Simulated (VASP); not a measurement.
An input for Quantum ESPRESSO's pw.x (written as the equivalent of a VASP run, and not itself run):

```
&CONTROL
  calculation = 'vc-relax'
  pseudo_dir = './pseudo'
  outdir = './out'
  tprnfor = .true.
  tstress = .true.
  nstep = 50
  forc_conv_thr = 0.00039
/
&SYSTEM
  ibrav = 0
  nat = 5
  ntyp = 3
  ecutwfc = 72
  occupations = 'smearing'
  smearing = 'gaussian'
  degauss = 0.00147
  input_dft = 'pbe'
/
&ELECTRONS
  conv_thr = 7.3e-08
  electron_maxstep = 100
/
&IONS
/
&CELL
/
ATOMIC_SPECIES
  Cs 132.905 Cs.upf
  Sn 118.710 Sn.upf
  I 126.904 I.upf
CELL_PARAMETERS angstrom
     6.2761720    0.0000000    0.0000000
     0.0000000    6.2761720    0.0000000
     0.0000000    0.0000000    6.2761720
ATOMIC_POSITIONS crystal
  Cs   0.5000000  0.5000000  0.5000000
  Sn   0.0000000  0.0000000  0.0000000
  I    0.5000000  0.0000000  0.0000000
  I    0.0000000  0.5000000  0.0000000
  I    0.0000000  0.0000000  0.5000000
K_POINTS automatic
  6 6 6 0 0 0
```

Question: Write the VASP files for the same calculation (PBE).

Answer: One answer among several that fit: 
KPOINTS:
```
Automatic mesh
0
Gamma
6 6 6
0 0 0
```

**POSCAR**
```
CsSnI3
1
    6.2761720000     0.0000000000     0.0000000000
    0.0000000000     6.2761720000     0.0000000000
    0.0000000000     0.0000000000     6.2761720000
Cs Sn I
1 1 3
Direct
  0.5000000000   0.5000000000   0.5000000000
  0.0000000000   0.0000000000   0.0000000000
  0.5000000000   0.0000000000   0.0000000000
  0.0000000000   0.5000000000   0.0000000000
  0.0000000000   0.0000000000   0.5000000000
```

INCAR:
```
! general
SYSTEM  = CsSnI3
PREC    = Accurate
ENCUT   = 420   ! plane-wave cut-off (eV)
LREAL   = F
LASPH   = T   ! aspherical one-centre terms

! electronic loop
EDIFF   = 1E-6   ! SCF stop (eV)
NELM    = 100
ALGO    = Normal   ! blocked Davidson
LMAXMIX = 4   ! l cut-off of mixed one-centre charges

! smearing
ISMEAR  = 0   ! Gaussian
SIGMA   = 0.02

! functional
GGA     = PE   ! PBE

! ions
IBRION  = 2   ! conjugate gradients
NSW     = 50   ! most ionic steps
ISIF    = 3   ! ions, shape and volume
EDIFFG  = -0.01   ! ionic stop

! output
LWAVE   = F
LCHARG  = F
```

POTCAR, in this order: Cs_sv Sn_d I (PBE.64 set). Program: vasp_std.

What does not carry over: the potentials are each code's own (VASP's PAW set, PseudoDojo norm-conserving files in pw.x), so ENCUT and ecutwfc are chosen apart and not converted; conv_thr bounds pw.x's estimated SCF error, while EDIFF bounds the energy change between steps; forc_conv_thr acts on force components and is met together with etot_conv_thr.

The structure comes from a computed database's CsSnI3 entry; how it stands against other phases isn't given here. This run relaxes it. Symmetry was kept, so distortions that lower it aren't found. The run is one of a series of settings (EDIFFG = -0.01, ENCUT = 420, IBRION = 2, ISIF = 3, NSW = 50 against the base run), some of them coarse on purpose.
